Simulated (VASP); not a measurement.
Be3CdO4:

```xyz
8
Lattice="4.5474 0.0000 0.0000 0.0000 4.5474 0.0000 0.0000 0.0000 4.5474" Properties=species:S:1:pos:R:3 pbc="T T T"
Be    2.2737    0.0000    0.0000
Be    0.0000    2.2737    0.0000
Be    0.0000    0.0000    2.2737
Cd    0.0000    0.0000    0.0000
O     0.0000    2.2737    2.2737
O     2.2737    0.0000    2.2737
O     2.2737    2.2737    0.0000
O     2.2737    2.2737    2.2737
```

The cell was built by a generator and needn't be a form met in nature.

* Program: VASP 6.6.1
* Task: relaxation of cell and atoms
* Functional: PBE
* Potentials or basis: VASP PAW PBE potentials, release 64 (Be, Cd, O)
* Cutoff: 520 eV
* k mesh: 3 × 3 × 3
* Occupations: gaussian, width 0.15 eV
* Spin: no spin polarisation

At the start: pressure -11.4 GPa; volume 11.75 Å³/atom.

Problem. How do energy, volume and symmetry change on relaxing?

Solution. Over 3 steps the energy falls by 63.7 meV/atom and the volume is 10.17 Å³/atom (-13.5 %); space group Pm-3m (No. 221, to 0.05 Å).

The path:
```csv
step,energy change (eV),largest force (eV/Å),pressure (GPa),volume (Å³)
1,0.0000,0.0000,-11.43,94.03
2,-0.4981,0.0000,-2.20,83.08
3,-0.5094,0.0000,-0.36,81.33
```

Final structure:
```
Be Cd O
1.0
     4.33269    0.00000    0.00000
     0.00000    4.33269    0.00000
     0.00000    0.00000    4.33269
Be Cd O
3 1 4
Direct
  0.50000 0.00000 0.00000
  0.00000 0.50000 0.00000
  0.00000 0.00000 0.50000
  0.00000 0.00000 0.00000
  0.00000 0.50000 0.50000
  0.50000 0.00000 0.50000
  0.50000 0.50000 0.00000
  0.50000 0.50000 0.50000
```

Caveat: the k mesh is coarse (spacing up to 0.46 Å⁻¹), so the values aren't converged.
